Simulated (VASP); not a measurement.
Output of a VASP run:

### OSZICAR
```
...
DAV:   3    -0.258673886690E+02    0.30033E-02   -0.19889E-02  3269   0.359E+00    0.179E-01
DAV:   4    -0.258667170510E+02    0.67162E-03   -0.14494E-03  3903   0.329E-01    0.614E-02
DAV:   5    -0.258666496078E+02    0.67443E-04   -0.34353E-04  3551   0.374E-01    0.199E-02
DAV:   6    -0.258666492585E+02    0.34927E-06   -0.38310E-05  3269   0.534E-02    0.100E-02
DAV:   7    -0.258666485230E+02    0.73545E-06   -0.80937E-06  3117   0.416E-02
   4 F= 0.10623306E+02 E0= 0.10623306E+02  d E =-.473820E+00
       N       E                     dE             d eps       ncg     rms          rms(c)
DAV:   1    -0.258162426668E+02    0.50407E-01   -0.26136E-02  2646   0.308E+00    0.293E-01
DAV:   2    -0.258152518780E+02    0.99079E-03   -0.12778E-02  2941   0.287E+00    0.127E-01
DAV:   3    -0.258147941855E+02    0.45769E-03   -0.30799E-03  3269   0.141E+00    0.709E-02
DAV:   4    -0.258146915373E+02    0.10265E-03   -0.22132E-04  3991   0.134E-01    0.236E-02
DAV:   5    -0.258146823021E+02    0.92352E-05   -0.49937E-05  3594   0.141E-01    0.817E-03
DAV:   6    -0.258146825153E+02   -0.21326E-06   -0.55258E-06  2664   0.204E-02
   5 F= 0.10623306E+02 E0= 0.10623306E+02  d E =-.473820E+00
       N       E                     dE             d eps       ncg     rms          rms(c)
DAV:   1    -0.259440111033E+02   -0.12933E+00   -0.15510E-01  2834   0.739E+00    0.682E-01
DAV:   2    -0.259388160192E+02    0.51951E-02   -0.71898E-02  3104   0.666E+00    0.296E-01
DAV:   3    -0.259365119347E+02    0.23041E-02   -0.17161E-02  3674   0.320E+00    0.170E-01
DAV:   4    -0.259359819511E+02    0.52998E-03   -0.18283E-03  4101   0.359E-01    0.587E-02
DAV:   5    -0.259359022098E+02    0.79741E-04   -0.24745E-04  3882   0.306E-01    0.208E-02
DAV:   6    -0.259358959337E+02    0.62760E-05   -0.53646E-05  4056   0.844E-02    0.559E-03
DAV:   7    -0.259358964349E+02   -0.50114E-06   -0.60514E-06  2368   0.162E-02
   6 F= 0.10623674E+02 E0= 0.10623674E+02  d E =0.367971E-03
       N       E                     dE             d eps       ncg     rms          rms(c)
DAV:   1    -0.258610987427E+02    0.74797E-01   -0.65091E-02  2820   0.478E+00    0.446E-01
DAV:   2    -0.258589628751E+02    0.21359E-02   -0.31285E-02  3096   0.433E+00    0.197E-01
DAV:   3    -0.258579344966E+02    0.10284E-02   -0.74647E-03  3663   0.214E+00    0.109E-01
DAV:   4    -0.258577296751E+02    0.20482E-03   -0.79399E-04  3997   0.208E-01    0.401E-02
DAV:   5    -0.258576977663E+02    0.31909E-04   -0.12023E-04  3770   0.223E-01    0.143E-02
DAV:   6    -0.258576968270E+02    0.93933E-06   -0.25276E-05  3957   0.552E-02    0.318E-03
DAV:   7    -0.258576968976E+02   -0.70586E-07   -0.27411E-06  2031   0.109E-02
   7 F= 0.10623143E+02 E0= 0.10623143E+02  d E =-.162724E-03
       N       E                     dE             d eps       ncg     rms          rms(c)
DAV:   1    -0.258440670624E+02    0.13630E-01   -0.14471E-02  3568   0.945E-01    0.127E-01
DAV:   2    -0.258440035140E+02    0.63548E-04   -0.23321E-03  3704   0.950E-01    0.620E-02
DAV:   3    -0.258439450670E+02    0.58447E-04   -0.58333E-04  3607   0.538E-01    0.420E-02
DAV:   4    -0.258439220632E+02    0.23004E-04   -0.66650E-05  3863   0.104E-01    0.148E-02
DAV:   5    -0.258439205154E+02    0.15477E-05   -0.11199E-05  3777   0.591E-02    0.359E-03
DAV:   6    -0.258439205326E+02   -0.17207E-07   -0.22687E-06  1669   0.210E-02
   8 F= 0.10622969E+02 E0= 0.10622969E+02  d E =-.174337E-03
```

File OUTCAR:
```
------------------------ aborting loop because EDIFF is reached ----------------------------------------
  FORCE on cell =-STRESS in cart. coord.  units (eV):
  Direction    XX          YY          ZZ          XY          YZ          ZX
  --------------------------------------------------------------------------------------
  Total       36.4721791     36.4721791     36.3527118      0.0000000      0.0000000      0.0000000
  in kB      450.0652737    450.0652737    448.5910520      0.0000000      0.0000000      0.0000000
  external PRESSURE =      -0.4261335 kB  Pullay stress =     450.0000000 kB
  volume of cell :      129.84
      direct lattice vectors                 reciprocal lattice vectors
    -2.541632195  2.541632195  5.024714513     0.000000000  0.196723980  0.099508141
     2.541632195 -2.541632195  5.024714513     0.196723980  0.000000000  0.099508141
     2.541632195  2.541632195 -5.024714513     0.196723980  0.196723980  0.000000000
 POSITION                                       TOTAL-FORCE (eV/Angst)
 -----------------------------------------------------------------------------------
      2.54163      2.54163      0.00000        -0.000000     -0.000000      0.000000
      2.54163      0.00000      2.51236        -0.000000      0.000000      0.000000
      0.00000      5.08326      0.00000        -0.000000     -0.000000     -0.000000
      0.00000      2.54163      2.51236        -0.000000      0.000000     -0.000000
      1.31959      1.27082      6.28089        -0.006079      0.000000      0.000000
      3.81245      1.22205     -1.25618        -0.000000      0.006079      0.000000
      1.22205      1.27082      1.25618         0.006079     -0.000000      0.000000
     -1.27082      1.31959      3.76854        -0.000000     -0.006079      0.000000
 -----------------------------------------------------------------------------------
    total drift:                                0.000006      0.000006      0.000005
  FREE ENERGIE OF THE ION-ELECTRON SYSTEM (eV)
  ---------------------------------------------------
  free  energy   TOTEN  =       -25.8439205326 eV

  energy  without entropy=      -25.8439205326  energy(sigma->0) =      -25.84392053
  enthalpy is  TOTEN    =        10.6229689293 eV   P V=       36.4668894619

 reached required accuracy - stopping structural energy minimisation
```
(Selected blocks of OUTCAR.)

File POSCAR:
```
CuGaSe2
1
   -2.6015382355     2.6015382355     5.1490642009
    2.6015382355    -2.6015382355     5.1490642009
    2.6015382355     2.6015382355    -5.1490642009
Ga Cu Se
2 2 4
Direct
  0.5000000000   0.5000000000   0.0000000000
  0.2500000000   0.7500000000   0.5000000000
  0.0000000000   0.0000000000   0.0000000000
  0.7500000000   0.2500000000   0.5000000000
  0.8750000000   0.8841433396   0.5091433396
  0.1158566604   0.6250000000   0.9908566604
  0.3750000000   0.3658566604   0.4908566604
  0.6341433396   0.1250000000   0.0091433396
```

Q: Write an INCAR and KPOINTS that could have produced this output.

A: One answer among several that fit: the input of the run itself, PBE GGA, plane waves, VASP's PBE PAW potentials (set 64).

### KPOINTS
```
Automatic mesh
0
Gamma
6 6 6
0 0 0
```

**INCAR**
```
! general
SYSTEM  = CuGaSe2
PREC    = Accurate
ENCUT   = 500
LREAL   = .FALSE.
LASPH   = .TRUE.

! electronic loop
EDIFF   = 1E-6
NELM    = 100
ALGO    = Normal
LMAXMIX = 4

! smearing
ISMEAR  = 0
SIGMA   = 0.05

! functional
GGA     = PE

! ions
IBRION  = 2
NSW     = 40
ISIF    = 3
EDIFFG  = -0.02
PSTRESS = 450

! output
LWAVE   = .FALSE.
LCHARG  = .FALSE.
```

POTCAR, in this order: Ga_d Cu Se (PBE.64 set). Program: vasp_std.

Energy and stress use the plane-wave basis of the starting cell.

The compound is CuGaSe2 in the chalcopyrite structure. This run relaxes it under an external pressure of 45 GPa. Symmetry was kept, so distortions that lower it aren't found.
